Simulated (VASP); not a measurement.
# Bi2TeIr2 (R-3m) in VASP: single point with PBE

Aim: the single point of Bi2TeIr2 with PBE.

All numbers are computed with VASP 6.6.1; they aren't measurements. Logs are shortened: lines on timing, memory, paths and dates and some standing lists are left out, and cuts for length are marked.

### 1 Starting point

The structure is trigonal, space group R-3m (No. 166). The conventional cell has a = 3.997 Å, b = 3.997 Å, c = 27.840 Å, α = 90.00°, β = 90.00°, γ = 120.00°. Bi (site symmetry 3m) has 3 Ir at 2.80 Å and 3 Te at 2.93 Å as nearest neighbours. Ir (site symmetry 3m) is surrounded by 3 Bi at 2.80 Å. Te (site symmetry -3m) is surrounded by 6 Bi at 2.93 Å.

The cell was built by a generator and needn't be a form met in nature.

### 2 Single point, PBE

The input, INCAR:

```
PREC = Accurate
ENCUT = 520
EDIFF = 1E-6
ISMEAR = -1
SIGMA = 0.1
LREAL = F
LASPH = T
NELM = 80
ALGO = Fast
ISIF = 2
LWAVE = F
LCHARG = T
GGA = PE
LELF = T
LVHAR = T
NBANDS = 35
```

The input, KPOINTS:

```
Automatic mesh
0
Gamma
  10 10 10
```

The input, POSCAR:

```
Bi2TeIr2
1.0
    3.9967530000      0.0000000000      0.0000000000
   -1.9983770000      3.4612950000      0.0000000000
   -1.9983770000      1.1537650000      9.2798910000
Bi Ir Te
2 2 1
Direct
    0.3980600000      0.6019400000      0.1941800000
    0.6019400000      0.3980600000      0.8058200000
    0.2116000000      0.7884000000      0.6348000000
    0.7884000000      0.2116000000      0.3652000000
    0.0000000000      0.0000000000      0.0000000000
```

Potentials or basis: VASP PAW PBE potentials, release 64 (Bi_d, Ir, Te).

The run is started by

```
> cat potpaw_PBE.64/Bi_d/POTCAR potpaw_PBE.64/Ir/POTCAR potpaw_PBE.64/Te/POTCAR > POTCAR
> mpirun -np 1 vasp_std > vasp.out
```

OUTCAR:

```text
PREC = Accurate
   ENCUT = 520
   EDIFF = 1E-6
   ISMEAR = -1
   LREAL = F
   LASPH = T
   NELM = 80
   ISIF = 2
   GGA = PE

 ion  position               nearest neighbor table
   1  0.398  0.602  0.194-   4 2.80   4 2.80   4 2.80   5 2.93   5 2.93   5 2.93
   2  0.602  0.398  0.806-   3 2.80   3 2.80   3 2.80   5 2.93   5 2.93   5 2.93
   3  0.212  0.788  0.635-   2 2.80   2 2.80   2 2.80   4 3.40   4 3.40   4 3.40
   4  0.788  0.212  0.365-   1 2.80   1 2.80   1 2.80   3 3.40   3 3.40   3 3.40
   5  0.000  0.000  0.000-   2 2.93   1 2.93   2 2.93   1 2.93   2 2.93   1 2.93

  LATTYP: Found a trigonal (rhomboedric) cell.
 ALAT       =     9.5624819624
 COS(alpha) =     0.9126537215

  Lattice vectors:

 A1 = (  -1.9983770000,   1.1537650000,   9.2798910000)
 A2 = (   0.0000000000,  -2.3075300000,   9.2798910000)
 A3 = (   1.9983760000,   1.1537650000,   9.2798910000)

Analysis of symmetry for initial positions (statically):
=====================================================================
 Subroutine PRICEL returns:
 Original cell was already a primitive cell.

 Routine SETGRP: Setting up the symmetry group for a
 trigonal (rhombohedral) supercell.

 Subroutine GETGRP returns: Found 12 space group operations
 (whereof 12 operations were pure point group operations)
 out of a pool of 12 trial point group operations.

The static configuration has the point symmetry D_3d.

Analysis of symmetry for dynamics (positions and initial velocities):
=====================================================================
 Subroutine PRICEL returns:
 Original cell was already a primitive cell.

 Routine SETGRP: Setting up the symmetry group for a
 trigonal (rhombohedral) supercell.

 Subroutine GETGRP returns: Found 12 space group operations
 (whereof 12 operations were pure point group operations)
 out of a pool of 12 trial point group operations.

The dynamic configuration has the point symmetry D_3d.

 Subroutine INISYM returns: Found 12 space group operations
 (whereof 12 operations are pure point group operations),
 and found     1 'primitive' translations

----------------------------------------------------------------------------------------

                                     Primitive cell

  volume of cell :     128.3775

  direct lattice vectors                    reciprocal lattice vectors
     3.996753000  0.000000000  0.000000000     0.250203102  0.144454641  0.035919971
    -1.998377000  3.461295000  0.000000000     0.000000000  0.288909209 -0.035919962
    -1.998377000  1.153765000  9.279891000     0.000000000  0.000000000  0.107759886

  length of vectors
     3.996753000  3.996757900  9.562481962     0.291133955  0.291133603  0.107759886

  position of ions in fractional coordinates (direct lattice)
     0.398060000  0.601940000  0.194180000
     0.601940000  0.398060000  0.805820000
     0.211600000  0.788400000  0.634800000
     0.788400000  0.211600000  0.365200000
     0.000000000  0.000000000  0.000000000

  ion indices of the primitive-cell ions
   primitive index   ion index
                 1           1
                 2           2
                 3           3
                 4           4
                 5           5

----------------------------------------------------------------------------------------

 KPOINTS: Automatic mesh

Automatic generation of k-mesh.
 Grid dimensions read from file:
 generate k-points for:   10   10   10

 Generating k-lattice:

  Cartesian coordinates                     Fractional coordinates (reciprocal lattice)
     0.025020310  0.014445464  0.003591997     0.100000000 -0.000000000 -0.000000000
     0.000000000  0.028890921 -0.003591996     0.000000000  0.100000000  0.000000000
     0.000000000  0.000000000  0.010775989     0.000000000  0.000000000  0.100000000

  Length of vectors
     0.029113396  0.029113360  0.010775989

  Shift w.r.t. Gamma in fractional coordinates (k-lattice)
     0.000000000  0.000000000  0.000000000

 Subroutine IBZKPT returns following result:
 ===========================================

 Found    116 irreducible k-points:

 Following reciprocal coordinates:
            Coordinates               Weight
  0.000000  0.000000  0.000000      1.000000
  0.100000  0.000000  0.000000      6.000000
  0.200000  0.000000  0.000000      6.000000
  0.300000  0.000000  0.000000      6.000000
  0.400000  0.000000  0.000000      6.000000
  0.500000  0.000000  0.000000      3.000000
[... 16 lines left out ...]
  0.300000  0.300000  0.000000      6.000000
  0.400000  0.300000  0.000000     12.000000
 [... further k-points ...]
   k-points           NKPTS =    116   k-points in BZ     NKDIM =    116   number of bands    NBANDS=     35
   number of dos      NEDOS =    301   number of ions     NIONS =      5
   total plane-waves  NPLWV =  64800
   dimension x,y,z NGX =    30 NGY =   30 NGZ =   72
   dimension x,y,z NGXF=    60 NGYF=   60 NGZF=  144
   ions per type =               2   2   1
   NGX,Y,Z   is equivalent  to a cutoff of  12.48, 12.48, 12.52 a.u.
   NGXF,Y,Z  is equivalent  to a cutoff of  24.96, 24.96, 25.03 a.u.
 SYSTEM =  unknown system
   PREC   = accura    normal or accurate (medium, high low for compatibility)
   ISTART =      0    job   : 0-new  1-cont  2-samecut
   ICHARG =      2    charge: 1-file 2-atom 10-const
   ISPIN  =      1    spin polarized calculation?
   LNONCOLLINEAR =      F non collinear calculations
   LSORBIT =      F    spin-orbit coupling
   LASPH  =      T    aspherical Exc in radial PAW
   ENCUT  =  520.0 eV  38.22 Ry    6.18 a.u.   7.43  7.43 17.78*2*pi/ulx,y,z
   NELM   =     80;   NELMIN=  2; NELMDL= -5     # of ELM steps
   EDIFF  = 0.1E-05   stopping-criterion for ELM
   LREAL  =      F    real-space projection
   EDIFFG = 0.1E-04   stopping-criterion for IOM
   NSW    =      0    number of steps for IOM
   IBRION =     -1    ionic relax: 0-MD 1-quasi-New 2-CG
   NFREE  =      0    steps in history (QN), initial steepest desc. (CG)
   ISIF   =      2    stress and relaxation
   ISYM   =      2    0-nonsym 1-usesym 2-fastsym
   POTIM  = 0.5000    time-step for ionic-motion
   TEBEG  =    0.0;   TEEND  =   0.0 temperature during run
   PSTRESS=    0.0 pullay stress
   NELECT =      54.0000    total number of electrons
   NUPDOWN=      -1.0000    fix difference up-down
   EMIN   =  10.00;   EMAX   =-10.00  energy-range for DOS
   EFERMI =   0.00;   METHOD = LEGACY
   ISMEAR =    -1;   SIGMA  =   0.10  broadening in eV -4-tet -1-fermi 0-gaus
   EFERMI_NEDOS =   21; number of points for ismear=-14 and -15
   IALGO  =     68    algorithm
   IMIX   =      4    mixing-type and parameters
     AMIX     =   0.40;   BMIX     =  1.00
     AMIX_MAG =   1.60;   BMIX_MAG =  1.00
  volume/ion in A,a.u.               =      25.68       173.27
  Fermi-wavevector in a.u.,A,eV,Ry     =   1.226619  2.317974 20.471259  1.504595
  Thomas-Fermi vector in A             =   2.361613
   LORBIT       =      0    0 simple, 1 ext, 2 COOP (PROOUT), +10 PAW based schemes
   GGA     = PE    functional components
   LHFCALC =     F    Hartree Fock is set to
   AEXX    =    0.0000 exact exchange contribution
   IVDW    =     0    specifies the selected vdW correction
   LEPSILON=     F    determine dielectric tensor
   LRPA    =     F    only Hartree local field effects (RPA)
 non-spin polarized calculation
 RMM-DIIS sequential band-by-band and
  energy-cutoff  :      520.00
  volume of cell :      128.38
 maximum number of plane-waves:      3512
 NGX is ok and might be reduce to    30
   NGX = 15   NGY = 15   NGZ = 35

 number of electron      53.9999992 magnetization

 Free energy of the ion-electron system (eV)
  ---------------------------------------------------
  ext. energy  EPLUGINS =         0.00000000
  ---------------------------------------------------
  free energy    TOTEN  =       -23.10832883 eV

  energy without entropy =      -22.90575278  energy(sigma->0) =      -23.00704081

 E-fermi :   6.9191     XC(G=0): -10.6620

 val. band max:        6.9155967344   @ k =  -0.4000   0.4000   0.1000
 cond. band min:       6.9241616295   @ k =   0.1000   0.1000   0.0000
 fundamental gap:      0.0085648951
 Fermi energy:         6.9190725078

 k-point     1 :       0.0000    0.0000    0.0000
  band No.  band energies     occupation
      1     -15.8939      2.00000
      2     -15.8938      2.00000
      3     -15.8851      2.00000
      4     -15.8851      2.00000
      5     -15.8549      2.00000
      6     -15.8497      2.00000
[... 27 lines left out ...]
     34      13.2582      0.00000
     35      13.7174      0.00000

 k-point     2 :       0.1000    0.0000    0.0000
  band No.  band energies     occupation
      1     -15.8970      2.00000
      2     -15.8925      2.00000
      3     -15.8866      2.00000
      4     -15.8834      2.00000
      5     -15.8530      2.00000
      6     -15.8480      2.00000
[... 27 lines left out ...]
     34      12.7775      0.00000
     35      12.8869      0.00000

 k-point     3 :       0.2000    0.0000    0.0000
  band No.  band energies     occupation
      1     -15.9051      2.00000
      2     -15.8911      2.00000
      3     -15.8900      2.00000
      4     -15.8794      2.00000
      5     -15.8513      2.00000
      6     -15.8438      2.00000
[... 27 lines left out ...]
     34      11.8304      0.00000
     35      12.7828      0.00000
[... 723 lines left out ...]
 k-point    23 :       0.3000    0.3000    0.0000
  band No.  band energies     occupation
      1     -15.9231      2.00000
      2     -15.8942      2.00000
      3     -15.8871      2.00000
      4     -15.8871      2.00000
      5     -15.8345      2.00000
      6     -15.8332      2.00000
[... 27 lines left out ...]
     34      11.9116      0.00000
     35      13.3199      0.00000

 k-point    24 :       0.4000    0.3000    0.0000
  band No.  band energies     occupation
      1     -15.9231      2.00000
      2     -15.8942      2.00000
      3     -15.8872      2.00000
      4     -15.8871      2.00000
      5     -15.8345      2.00000
      6     -15.8332      2.00000
[... 27 lines left out ...]
     34      11.8510      0.00000
     35      13.2420      0.00000

 [... further k-points ...]

------------------------ aborting loop because EDIFF is reached ----------------------------------------

  FORCE on cell =-STRESS in cart. coord.  units (eV):
  Direction    XX          YY          ZZ          XY          YZ          ZX
  --------------------------------------------------------------------------------------
  -------------------------------------------------------------------------------------
  Total        1.6091546      1.6091596      2.5492296     -0.0000002      0.0000000     -0.0000001
  in kB       20.0825820     20.0826443     31.8149126     -0.0000029      0.0000000     -0.0000011
  external PRESSURE =      23.9933796 kB  Pullay stress =       0.0000000 kB

 VOLUME and BASIS-vectors are now :
 -----------------------------------------------------------------------------
  energy-cutoff  :      520.00
  volume of cell :      128.38
      direct lattice vectors                 reciprocal lattice vectors
     3.996753000  0.000000000  0.000000000     0.250203102  0.144454641  0.035919971
    -1.998377000  3.461295000  0.000000000     0.000000000  0.288909209 -0.035919962
    -1.998377000  1.153765000  9.279891000     0.000000000  0.000000000  0.107759886

 POSITION                                       TOTAL-FORCE (eV/Angst)
 -----------------------------------------------------------------------------------
     -0.00000      2.30753      1.80197        -0.000000      0.000000      3.939832
     -0.00000      2.30753      7.47792         0.000000     -0.000000     -3.939832
     -1.99838      3.46130      5.89087         0.000000      0.000000     -0.519487
      1.99838      1.15376      3.38902        -0.000000     -0.000000      0.519487
      0.00000      0.00000      0.00000        -0.000000      0.000000      0.000000
 -----------------------------------------------------------------------------------
    total drift:                               -0.000000     -0.000000      0.000000

  FREE ENERGIE OF THE ION-ELECTRON SYSTEM (eV)
  ---------------------------------------------------
  free  energy   TOTEN  =       -23.1083288347 eV

  energy  without entropy=      -22.9057527779  energy(sigma->0) =      -23.00704081
```

Run time: 8.5 min. Hardware: 1 thread of Intel Xeon 6975P-C (Granite Rapids), shared host; peak memory 0.6 GiB.

What came out:

```yaml
Free_energy: -23.1083 eV
Pressure: 2.4 GPa
Largest_force: 3.940 eV/Å
Band_gap_on_the_k_mesh: none (metal or under the smearing width)
```

Forces on the atoms (eV/Å):
```
Bi   0.000  0.000  3.940
Bi   0.000  0.000 -3.940
Ir   0.000  0.000 -0.519
Ir   0.000  0.000  0.519
Te   0.000  0.000  0.000
```

Caveat: spin-orbit coupling is left out, which moves the levels of the heavy elements; forces of over 1 eV/Å show positions far from the minimum, so gaps and moduli don't describe the material at rest.
